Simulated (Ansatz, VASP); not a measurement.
**Li4Sb4Ru: VASP beside Ansatz**

```
CELL_PARAMETERS angstrom
0.00000 0.00000 5.13884
3.95939 -3.95939 2.56942
3.95939 3.95939 -2.56942
ATOMIC_POSITIONS crystal
Li 0.21100 0.18400 0.60600
Li 0.39500 0.39400 0.18400
Li 0.78900 0.81600 0.39400
Li 0.60500 0.60600 0.81600
Sb 0.29200 0.77400 0.35800
Sb 0.06600 0.64200 0.77400
Sb 0.70800 0.22600 0.64200
Sb 0.93400 0.35800 0.22600
Ru 0.00000 0.00000 0.00000
```

The cell was built by a generator and needn't be a form met in nature.

Alike in both runs: task single point; functional LDA; k mesh 4 × 4 × 4; no spin polarisation.

|  | VASP | Ansatz |
| --- | --- | --- |
| version | VASP 6.6.1 | Ansatz 0.2.0 |
| potentials or method | VASP PAW LDA potentials, release 64 (Li_sv, Sb, Ru_pv) | PAW plane waves |
| plane-wave cutoff (eV) | 520 | 420 |
| occupations | fermi-dirac, width 0.1 eV | fermi-dirac |
| valence electrons in the cell | 46 | 88 |

Ansatz gave:

```
gap on the k mesh at the Fermi level (eV) : none
rms of the force components (eV/Å)        : 1.276
```

**Question.** Estimate VASP's values.

**Answer.** gap on the k mesh at the Fermi level (eV): none; rms of the force components (eV/Å): 1.278.

Atom by atom the forces differ by 0.009 eV/Å (rms over components). A gap of «none» marks a metal or a gap that the smearing closes. The two sets of potentials don't hold the same shells in valence.

Caveats: the k mesh is coarse (spacing up to 0.36 Å⁻¹), so the values aren't converged; forces of over 1 eV/Å show positions far from the minimum, so gaps and moduli don't describe the material at rest. Spin-orbit coupling is left out, which matters for the levels of Sb.
